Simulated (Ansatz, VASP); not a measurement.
# Hf (Hafnium): VASP beside Ansatz

One calculation is typed for both programs; each brings its own data sets. How far apart do they land? The two relaxations start from unlike cells of this crystal (the structure described is Ansatz's start), so only their ends are compared.

Calculated with Ansatz 0.2.0; plane waves, with VASP 6.6.1 beside it; relaxation of cell and atoms at LDA.

### 1. Set-up

The structure is hexagonal, space group P6_3/mmc (No. 194). Conventional cell: a = 3.203 Å, b = 3.203 Å, c = 5.076 Å, α = 90.00°, β = 90.00°, γ = 120.00°. Hf has 12 Hf at 3.14 to 3.20 Å nearest.

As a file:

```cif
data_structure
_symmetry_space_group_name_H-M 'P6_3/mmc'
_symmetry_Int_Tables_number 194
_cell_length_a 3.2033
_cell_length_b 3.2033
_cell_length_c 5.0763
_cell_angle_alpha 90.000
_cell_angle_beta 90.000
_cell_angle_gamma 120.000
_cell_volume 45.11
loop_
_atom_site_label
_atom_site_type_symbol
_atom_site_symmetry_multiplicity
_atom_site_Wyckoff_symbol
_atom_site_fract_x
_atom_site_fract_y
_atom_site_fract_z
_atom_site_occupancy
Hf1 Hf 2 c 0.33333 0.66667 0.25000 1
```

### 2. VASP: relaxation of cell and atoms, LDA

The relaxed volume is the usual yardstick between codes: in a stiff, nearly cubic crystal its relative difference is about their pressure difference at one cell divided by the bulk modulus.

Lines of VASP's logs that name or quote its potential files are left out, and so is its time.

INCAR

```
SYSTEM = Hf
PREC = Accurate
ENCUT = 500
EDIFF = 1E-07
NELM = 120
ISMEAR = 1
SIGMA = 0.2
LREAL = .FALSE.
ALGO = Normal
GGA = CA
NBANDS = 16
LASPH = .TRUE.
LORBIT = 11
LWAVE = .FALSE.
LCHARG = .FALSE.
ISIF = 3
IBRION = 2
NSW = 80
EDIFFG = -0.005
GGA_COMPAT = .FALSE.
NELMIN = 4
KPAR = 2
```

POSCAR

```
Hf
1.0
    3.1210726906     -0.0000000148      0.0000000000
   -1.5605358709      2.7029275786      0.0000000000
    0.0000000000      0.0000000000      4.9397215937
Hf
2
Direct
    0.3333332894      0.6666667868      0.2499999508
    0.6666663985      0.3333332132      0.7500000492
```

KPOINTS

```
Automatic mesh
0
Gamma
12 12 6
0 0 0
```

Potentials, in the order of the species: Hf_pv (LDA family, release 64).

Command:

```console
> mpirun -np 2 vasp_std
```

Numbers of over 12 decimals in the logs are rounded to 6 here.

Log:

```text
[banner, memory and clock lines left out]
running    2 mpi-ranks, on    1 nodes
 distrk:  each k-point on    1 cores,    2 groups
 distr:  one band on    1 cores,    1 groups

 POSCAR found type information on POSCAR Hf
 POSCAR found :  1 types and       2 ions
 LDA part: xc-table for (Slater(with rela. corr.)+CA(PZ))
 , standard interpolation
 POSCAR, INCAR and KPOINTS ok, starting setup
 FFT: planning ... GRIDC
 FFT: planning ... GRID_SOFT
 FFT: planning ... GRID
 WAVECAR not read
 entering main loop
       N       E                     dE             d eps       ncg     rms          rms(c)
DAV:   1     0.470230749749E+02    0.47023E+02   -0.11525E+04  2448   0.117E+03
DAV:   2    -0.205672449840E+02   -0.67590E+02   -0.65928E+02  3240   0.252E+02
DAV:   3    -0.220798673818E+02   -0.15126E+01   -0.15063E+01  3216   0.262E+01
DAV:   4    -0.220906096967E+02   -0.10742E-01   -0.10741E-01  3040   0.264E+00
DAV:   5    -0.220907350811E+02   -0.12538E-03   -0.12538E-03  3192   0.236E-01    0.683E+01
DAV:   6    -0.215779670589E+02    0.51277E+00   -0.44022E-01  2872   0.441E+00    0.401E+01
DAV:   7    -0.213954634473E+02    0.18250E+00   -0.69553E-01  2968   0.533E+00    0.186E+00
DAV:   8    -0.213873307390E+02    0.81327E-02   -0.40965E-02  2840   0.142E+00    0.226E-01
DAV:   9    -0.213874117565E+02   -0.81018E-04   -0.88102E-04  3296   0.216E-01    0.168E-01
DAV:  10    -0.213874098283E+02    0.19282E-05   -0.47105E-05  2864   0.494E-02    0.210E-01
DAV:  11    -0.213874060218E+02    0.38065E-05   -0.54533E-06  3136   0.159E-02    0.117E-02
DAV:  12    -0.213874060004E+02    0.21423E-07   -0.42878E-07  2920   0.453E-03
   1 F= -.21387406E+02 E0= -.21388448E+02  d E =-.213874E+02
[...]
2 F= -.21387408E+02 E0= -.21388452E+02  d E =-.176218E-05
[...]
3 F= -.21387408E+02 E0= -.21388452E+02  d E =-.245830E-05
 curvature:  -0.33 expect dE=-0.958E-06 dE for cont linesearch -0.593E-08
 trial: gam= 0.29720 g(F)=  0.201E-41 g(S)=  0.290E-05 ort = 0.389E-06 (trialstep = 0.925E+00)
 search vector abs. value=  0.388E-05
 bond charge predicted
       N       E                     dE             d eps       ncg     rms          rms(c)
DAV:   1    -0.213874186954E+02   -0.10223E-04   -0.49985E-04  2448   0.164E-01    0.266E-02
DAV:   2    -0.213874119559E+02    0.67395E-05   -0.10593E-05  3016   0.227E-02    0.986E-03
DAV:   3    -0.213874099028E+02    0.20531E-05   -0.25450E-06  3256   0.104E-02    0.731E-03
DAV:   4    -0.213874096043E+02    0.29850E-06   -0.58915E-07  3280   0.512E-03    0.481E-03
DAV:   5    -0.213874095900E+02    0.14288E-07   -0.45470E-08  1336   0.146E-03
   4 F= -.21387410E+02 E0= -.21388454E+02  d E =-.113133E-05
 trial-energy change:   -0.000001  1 .order   -0.000001   -0.000003    0.000001
 step:   0.7544(harm=  0.7544)  dis= 0.00000  next Energy=   -21.387410 (dE=-0.114E-05)
 reached required accuracy - stopping structural energy minimisation
```

Parts of OUTCAR (step 2):

```text
ion  position               nearest neighbor table
   1  0.333  0.667  0.250-   2 3.06   2 3.06   2 3.06   2 3.06   2 3.06   2 3.06
   2  0.667  0.333  0.750-   1 3.06   1 3.06   1 3.06   1 3.06   1 3.06   1 3.06

  LATTYP: Found a hexagonal cell.
 ALAT       =     3.1210726906
 C/A-ratio  =     1.5826999508

 Subroutine GETGRP returns: Found 24 space group operations
 (whereof 12 operations were pure point group operations)

The static configuration has the point symmetry D_3d.
 The point group associated with its full space group is D_6h.

 Found     76 irreducible k-points:

   k-points           NKPTS =     76   k-points in BZ     NKDIM =     76   number of bands    NBANDS=     16

   dimension x,y,z NGX =    24 NGY =   24 NGZ =   36
   dimension x,y,z NGXF=    48 NGYF=   48 NGZF=   72

   ENCUT  =  500.0 eV  36.75 Ry    6.06 a.u.   5.69  5.69  9.01*2*pi/ulx,y,z

   NELECT =      20.0000    total number of electrons

 k-points in reciprocal lattice and weights: Automatic mesh
   0.00000000  0.00000000  0.00000000       0.001
   0.08333333  0.00000000  0.00000000       0.007
   0.16666667  0.00000000  0.00000000       0.007
   0.25000000  0.00000000  0.00000000       0.007
   0.33333333  0.00000000  0.00000000       0.007
   0.41666667  0.00000000  0.00000000       0.007
   0.50000000  0.00000000  0.00000000       0.003
   0.08333333  0.08333333  0.00000000       0.007
   0.16666667  0.08333333  0.00000000       0.014
[...]
0.33333333  0.25000000  0.50000000       0.014
   0.33333333  0.33333333  0.50000000       0.002

 average (electrostatic) potential at core
       1 -36.9428       2 -36.9428

 E-fermi :   5.3259

 k-point     1 :       0.0000    0.0000    0.0000
  band No.  band energies     occupation
    ...
      4     -24.4874      2.00000
      5     -24.4860      2.00000
      6     -24.4860      2.00000
      7      -2.2457      2.00000
      8       1.3717      2.00000
      9       6.3718     -0.00000
     10       6.4295     -0.00000
     11       6.4295     -0.00000
     12       6.7221     -0.00000
     13       7.3206     -0.00000
    ...

 k-point     2 :       0.0833    0.0000    0.0000
  band No.  band energies     occupation
    ...
      4     -24.5393      2.00000
      5     -24.4980      2.00000
      6     -24.4926      2.00000
      7      -2.0154      2.00000
      8       1.5972      2.00000
      9       5.8929     -0.00046
     10       6.0100     -0.00001
     11       6.6463     -0.00000
     12       7.0460     -0.00000
     13       7.1710     -0.00000
    ...

 k-point     3 :       0.1667    0.0000    0.0000
  band No.  band energies     occupation
    ...
      6     -24.5118      2.00000
      7      -1.3634      2.00000
      8       2.1900      2.00000
      9       5.1629      1.98767
     10       5.1649      1.98280
     11       6.5125     -0.00000
     12       7.2736     -0.00000
     13       7.2844     -0.00000
     14       7.3063     -0.00000
     15       7.7499     -0.00000
    ...

  Total       -0.0001305     -0.0001305     -0.0023861     -0.0000000      0.0000000     -0.0000000
  in kB       -0.0050165     -0.0050165     -0.0917568     -0.0000000      0.0000000     -0.0000000
  external PRESSURE =      -0.0339300 kB  Pullay stress =       0.0000000 kB

  energy-cutoff  :      500.00
  volume of cell :       41.66
      direct lattice vectors                 reciprocal lattice vectors
     3.120287106 -0.000000015 -0.000000000     0.320483330  0.185031126 -0.000000000
    -1.560143079  2.702247243  0.000000000     0.000000002  0.370062364 -0.000000000
     0.000000000  0.000000000  4.941389850     0.000000000  0.000000000  0.202372213

 POSITION                                       TOTAL-FORCE (eV/Angst)
 -----------------------------------------------------------------------------------
     -0.00000      1.80150      1.23535         0.000000      0.000000      0.000000
      1.56014      0.90075      3.70604        -0.000000     -0.000000     -0.000000
 -----------------------------------------------------------------------------------
    total drift:                                0.000283      0.000016     -0.000050

  FREE ENERGIE OF THE ION-ELECTRON SYSTEM (eV)
  ---------------------------------------------------
  free  energy   TOTEN  =       -21.3874095900 eV

  energy  without entropy=      -21.3905413948  energy(sigma->0) =      -21.38845352

 reached required accuracy - stopping structural energy minimisation

 total charge
# of ion       s       p       d       tot
------------------------------------------
    1        0.414   6.406   1.675   8.494
    2        0.414   6.406   1.675   8.494
--------------------------------------------------
tot          0.827  12.812   3.350  16.989

[... 3 further parts left out ...]
```

CONTCAR:

```
Hf
   1.00000000000000
     3.1202871063782585   -0.0000000149304299   -0.0000000000000000
    -1.5601430790247188    2.7022472432752145    0.0000000000000000
     0.0000000000000000    0.0000000000000000    4.9413898504877380
  Hf
     2
Direct
     0.3333332894000023    0.6666667868000005    0.2499999508000030
     0.6666663984999985    0.3333332131999995    0.7500000491999970
```

Harder data sets than Hf_pv exist (the GW ones), and pressures, volumes and forces can shift noticeably with them.

### 3. Ansatz: relaxation of cell and atoms, LDA

Ansatz runs on its default PAW (the set named soft_2) files.

Its own start cell and the same functional (in two slightly different forms), mesh and smearing now go to Ansatz, which takes its cutoff from its data sets.

input.yaml

```yaml
crystal:
  lattice:
    - [3.203280714, 0.0, 0.0]
    - [-1.601640357, 2.7741224738, 0.0]
    - [0.0, 0.0, 5.0762570122]
  atoms:
    - { symbol: Hf, position: [0.3333333333, 0.6666666667, 0.25] }
    - { symbol: Hf, position: [0.6666666667, 0.3333333333, 0.75] }
kpoints:
  mp_grid: { grid: [12, 12, 6] }
hamiltonian:
  xc: lda
scf:
  occupations: { method: methfessel_paxton, width: 0.2 }
output:
  forces: true
  stress: true
  eigenvalues: true
relax:
  adjacent_minimum: "off"
  f_tol: 0.001
  max_steps: 60
  cell: { stress_tol: 0.01 }
```

Command:

```console
> ansatz run input.yaml --threads 4 --pin off --max-ram 10240MiB --backend cpu --events-out ev --progress --plain --runs-dir out
```

Log:

```text
Engine: ansatz 0.2.0, aarch64-unknown-linux-gnu
Pseudopotentials: kind: paw
Pseudopotential: Hf, paw, valence charge 26, recommended cutoff 420 eV (normal), Hf.paw.azcp
Functional definition: SPW92
  exchange = slater_x
  correlation = pw_c
Crystal: 2 atoms, lattice volume = 45.109 Å³
Basis set: ecut = 420 eV, 881 PW (Γ)
Bands: 32, of which v1, the nominal top of the filled ones, is band 26 counted from 1 (25 counted from 0)
Symmetry: 24 space group operations
Space group: P63/mmc (ITA 194), of the structure as read, at distance tolerance 3.6e-5 Å
k-points: 76 of 864
Non-local potential: Hf, projectors of the file, l = 0: 3, l = 1: 2, l = 2: 2, l = 3: 3
PAW form: soft (Blöchl's): semilocal exchange-correlation on the pseudo side does not see the compensation charge
PAW frozen core: Hf, regenerated for the run's functional, and the local potential with it (the file was generated under x = pbe(κ = 0.804, μ = 0.219515), c = pbe(β = 0.066725))
PAW one-centre angular grid: Hf, 590 points (default); XC on 64 Gauss nodes
Initial density: superposition of atomic densities (neutral atoms: chi_scale 0, normalization atom), corrected by the library's trained network
Initial wavefunctions: pseudopotential atomic-orbital guess
Functional: x = slater, c = lda
SCF iter   1: F=—  HF=-30953.617613 eV  |F-HF|=—  |Δ(HF+E_count)|=         —  Δρ=4.30e-3  dr2=3.62e-3  ethr=1.77e-3  ⟨swp⟩=4.1  Hψ=7797  notcnv=0
preconditioner: auto → Kerker (q_TF=auto, 2.794 Å⁻¹)  [metal: Δε(μ)=0.059 eV  Ē_g=17.567 eV  σ=0.200 eV  W_gap=0.24  n_scr=22 (ndim 8)  ℏωp=38.3 eV  f_vac=0.000  D(μ)=1.76/eV (n_scr^D=22)]
SCF iter   2: F=—  HF=-30953.617527 eV  |F-HF|=—  |Δ(HF+E_count)|=   8.58e-5  S|Δr|=    0.00e0  Δρ=2.60e-3  dr2=1.53e-3  ethr=6.96e-6  ⟨swp⟩=2.0  Hψ=4420  notcnv=0
SCF iter   3: F=—  HF=-30953.617601 eV  |F-HF|=—  |Δ(HF+E_count)|=   7.38e-5  S|Δr|=    0.00e0  Δρ=1.15e-3  dr2=4.75e-4  ethr=2.94e-6  ⟨swp⟩=2.0  Hψ=3473  notcnv=0
SCF iter   4: F=—  HF=-30953.617506 eV  |F-HF|=—  |Δ(HF+E_count)|=   9.54e-5  S|Δr|=    0.00e0  Δρ=2.86e-4  dr2=2.77e-5  ethr=9.14e-7  ⟨swp⟩=2.0  Hψ=3772  notcnv=0  defer=1
SCF iter   5: F=—  HF=-30953.617495 eV  |F-HF|=—  |Δ(HF+E_count)|=   1.13e-5  S|Δr|=    0.00e0  Δρ=6.72e-5  dr2=1.45e-6  ethr=5.32e-8  ⟨swp⟩=2.1  Hψ=4460  notcnv=0  defer=1
SCF iter   6: F=—  HF=-30953.617494 eV  |F-HF|=—  |Δ(HF+E_count)|=   2.77e-7  S|Δr|=    0.00e0  Δρ=1.37e-5  dr2=5.45e-8  ethr=1.92e-10  ⟨swp⟩=5.7  Hψ=13207  notcnv=0
SCF iter   7: F=-30953.617494 eV  HF=-30953.617494 eV  |F-HF|=2.46e-9  |Δ(HF+E_count)|=   1.38e-7  S|Δr|=    0.00e0  Δρ=5.02e-6  dr2=1.14e-8  ethr=1.05e-10  ⟨swp⟩=5.3  Hψ=9461  notcnv=0
SCF 1 converged in 7 iterations: F = -30953.617494 eV  dr2 = 1.14e-8
  greatest PAW one-centre occupation: 0.998 electrons in one spin orbital (limit 2), on the Hf atom at site 1 (counted from 0), in its partial waves of l = 3
relax step   1: F+E_penalty+E_count = -30953.61749415 eV  Δ(F+E_penalty+E_count) = +0.000e0 eV  max|allowed force component| = 1.018e-16 eV/Å  Δτ_max = 0.0000 Å  P = -8.338 GPa  Ω = 45.109 Å³  (7 SCF iters, dr2 threshold 1.00e-7 eV, accepted)
[...]
relax step   3: F+E_penalty+E_count = -30953.71321868 eV  Δ(F+E_penalty+E_count) = -7.281e-2 eV  max|allowed force component| = 6.661e-16 eV/Å  Δτ_max = 0.0000 Å  P = -0.827 GPa  Ω = 41.930 Å³  energy of the carried Pulay correction = +6.364e-4 eV  (6 SCF iters, dr2 threshold 2.00e-7 eV, accepted)
[...]
relax step   4: F+E_penalty+E_count = -30953.71402568 eV  Δ(F+E_penalty+E_count) = -8.070e-4 eV  max|allowed force component| = 1.850e-16 eV/Å  Δτ_max = 0.0000 Å  P = -0.071 GPa  Ω = 41.664 Å³  energy of the carried Pulay correction = +6.919e-4 eV  (4 SCF iters, dr2 threshold 2.00e-7 eV, accepted)
[...]
relax step   5: F+E_penalty+E_count = -30953.71403651 eV  Δ(F+E_penalty+E_count) = -1.083e-5 eV  max|allowed force component| = 1.388e-16 eV/Å  Δτ_max = 0.0000 Å  P = +0.001 GPa  Ω = 41.639 Å³  energy of the carried Pulay correction = +6.971e-4 eV  (4 SCF iters, dr2 threshold 1.82e-8 eV, accepted)
[...]
relax step   6: F+E_penalty+E_count = -30953.71337838 eV  Δ(F+E_penalty+E_count) = +6.581e-4 eV  max|allowed force component| = 1.388e-16 eV/Å  Δτ_max = 0.0000 Å  P = -0.004 GPa  Ω = 41.639 Å³  stress off target by 9.31e-3 GPa  SCF on the basis re-selected at this cell (its energy is not comparable with the rows above)  (7 SCF iters)
basis re-selected at this cell: Δ(F+E_penalty+E_count) = +6.581e-4 eV, ΔP = -0.005 GPa vs the last step (what re-selecting the basis moved, of the pressure what is left beyond the Pulay correction that the steps carried, after the strain that the cell walked since its last selection, with what the two solves' SCF thresholds leave and, on support functions, any second-order correction that the steps lacked; it is no m [...]
SCF converged after 7 iterations
Stability not checked: this state was not tested for a lower state beside it, because cold or Methfessel-Paxton smearing, or corrected tetrahedra, fill the levels in a way that the test cannot read (fill_not_monotonic; see scf.lower_state_search)
Free energy (F): -30953.713378 eV
Harris-Foulkes:  -30953.713378 eV  (|F-HF|=0.00e0)
Internal energy: -30953.716545 eV  (E = F + TS)
E sigma→0 (E₀):  -30953.714170 eV
Entropy (-TS):   0.003167 eV (1.583 meV/atom)
Fermi energy:    21.199737 eV
--- Per-component energies (eV) ---
  E_band       = 144.605998
  E_kinetic    = 855.198525
  E_local      = -9786.364547  (includes V_loc(G=0)·N_el)
  E_nonlocal   = -2465.056750
  E_hartree    = 4626.019344
  E_xc         = -597.164044
  E_vxc        = -535.693483  (∫ρ·V_xc dr)
  E_paw        = -13373.134408  (= ΣΔE_a)
  E_vpaw       = 2824.483562  (= ΣTr[D̂ρ^β])
  E_aug_tail   = -0.000003  (compensation charges beyond the density's cutoff)
  E_ewald      = -10218.129148
  E_core_change = 4.914485  (= ΣΔE_core)
  E_smearing   = 0.003167  (= −TS)
  E_closure    = 0.000000  (closes the sum)
  Σ components = -30953.713378   (vs F -30953.713378, Δ=0.00e0)
--- Forces (eV/Å), atoms counted from 1 ---
  atom   1  Hf    -0.00000000    -0.00000000     0.00000000
  atom   2  Hf     0.00000000     0.00000000    -0.00000000
  max |Σ_I F_I| component: 7.40e-17 eV/Å
--- Stress (GPa, compression-positive) ---
       -0.001625       0.000000       0.000000
        0.000000      -0.001625       0.000000
        0.000000       0.000000      -0.009312
  P = ⅓ Tr σ = -0.0042 GPa (-0.042 kbar)
--- Band table (eV; the first three rows and the last of 76) ---
  k-point 0: bands = [... 22 lower, 13.5958, 17.2305, 22.2096, 22.3000, 22.3000, 22.5900, 23.1894, 23.1894, ... 2 higher]
  k-point 1: bands = [... 22 lower, 13.8729, 17.1301, 21.7865, 22.1620, 22.1620, 22.3611, 22.9707, 22.9707, ... 2 higher]
  k-point 2: bands = [... 22 lower, 14.6422, 16.6558, 21.2302, 21.8125, 22.0509, 22.0509, 22.5336, 22.5336, ... 2 higher]
  k-point 75: bands = [... 22 lower, 19.2514, 19.2514, 19.6445, 19.6445, 21.1017, 21.1017, 23.7552, 23.7552, ... 2 higher]
--- Relaxed structure (5 steps of the walk, 5 accepted, 1 SCFs on fresh bases) ---
  F+E_penalty+E_count = -30953.71337838 eV   max|allowed force component| = 1.388e-16 eV/Å   (the final SCF, on the basis selected at the relaxed cell)
  cell:  # Å, volume = 41.6390 Å³
    - [3.119100, 0, 3.124216623820706e-18]
    - [-1.559550, 2.701220, -1.5621083119103533e-18]
    - [4.950963702594571e-18, 0, 4.942092]
  atoms:
    - { symbol: Hf, position: [0.333333, 0.666667, 0.25] }
    - { symbol: Hf, position: [0.666667, 0.333333, 0.75] }
```

### 4. Comparison

Known differences besides the potentials themselves: the two LDA forms differ slightly; the data sets hold 52 valence electrons in Ansatz (on its default PAW (the set named soft_2) files) and 20 in VASP; the cutoff is 420 eV in Ansatz and 500 eV in VASP; VASP's log shows a relativistic correction to its local exchange, Ansatz's none; Ansatz adds a Pulay correction to the stress that steers its cell, VASP none. Total energies have different zeros and are not compared.

Both answers:

```tsv
quantity	Ansatz	VASP	difference
volume (Å³)	41.64	41.66	-0.06 %
edge a after relaxation, in the typed setting (Å)	3.119	3.120	-0.04 %
edge c after relaxation, in the typed setting (Å)	4.942	4.941	+0.01 %
```

### 5. What came out

* difference in volume (relaxation of cell and atoms, LDA): -0.062 %

The difference in volume is -0.062 % (relaxation of cell and atoms, LDA), within the 1.2 % picked in this series as the mark of a large difference, as far as the stopping tolerances let one tell. The data sets hold unlike numbers of valence electrons (52 in Ansatz and 20 in VASP), so part of the differences comes from the potentials. 2 further runs of this series are not shown here. Such differences can come from data sets, numerical settings and the points named under the comparisons, not from the functional's error against experiment.

[Lines on the potential files, build, host, timing and source positions are cut from VASP's logs without a mark.]

[Logs are printed without paths, hosts, clocks, repeated set-up lines and the standing remarks that a program may print on its own settings, such as how far it seeks lower states.]

[Hosts, paths, dates, database ids (printed as entryN), source tags and the programs' standing remarks are cut or masked in the printed files.]
